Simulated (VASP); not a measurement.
A convergence study with VASP on Hf (hcp): one setting is varied, all else stays as given below, so the limit is that of these other settings. Each run relaxes cell and ions; the cell shown is the tightest run's result. The basis is that of the starting cell, so low cut-offs carry a Pulay error.

```xyz
2
Lattice="1.5998 -2.7709 0.0000 1.5998 2.7709 0.0000 0.0000 0.0000 5.0738" Properties=species:S:1:pos:R:3 pbc="T T T"
Hf     1.5998     0.9236     1.2684
Hf     1.5998    -0.9236     3.8053
```

These are PBE GGA, VASP's PBE PAW potentials (set 64) (plane waves; VASP) values and carry that method's errors. The tightest run used: 700 eV cut-off, 11×11×6 Γ-centred mesh, first-order Methfessel-Paxton smearing of 0.10 eV, potentials Hf_pv.

The reference is ENCUT = 700, which took about 7 core-minutes. The timings are rough (shared machines, no repeats); factors under 2 mean little.

Problem. Of the settings ENCUT = 150; ENCUT = 200; ENCUT = 250; ENCUT = 300; ENCUT = 350; ENCUT = 400; ENCUT = 450; ENCUT = 500; ENCUT = 550; ENCUT = 600; ENCUT = 650; ENCUT = 700, which is the lowest that keeps the difference from the reference in relaxed volume (Å³/atom) within 0.02 from there on, and what does it cost?

Solution. ENCUT = 400; its cost over the reference is about 1/3.
| setting | difference in relaxed volume (Å³/atom) | cost over the reference |
|---|---|---|
| ENCUT = 150 | 3.255 | about 1/5 |
| ENCUT = 200 | 0.518 | about 1/7 |
| ENCUT = 250 | 0.130 | about 1/8 |
| ENCUT = 300 | 0.074 | about 1/7 |
| ENCUT = 350 | 0.024 | about 1/5 |
| ENCUT = 400 | 0.013 | about 1/3 |
| ENCUT = 450 | 0.008 | about 1/2 |
| ENCUT = 500 | 0.006 | within a factor of 2 |
| ENCUT = 550 | 0.003 | within a factor of 2 |
| ENCUT = 600 | 0.002 | within a factor of 2 |
| ENCUT = 650 | 0.002 | within a factor of 2 |
| ENCUT = 700 | 0.000 | reference |

Left out are rungs that failed or repeat a setting and relaxations that didn't move; long series are thinned to 24 rows.

The compound is Hf in the hcp structure.
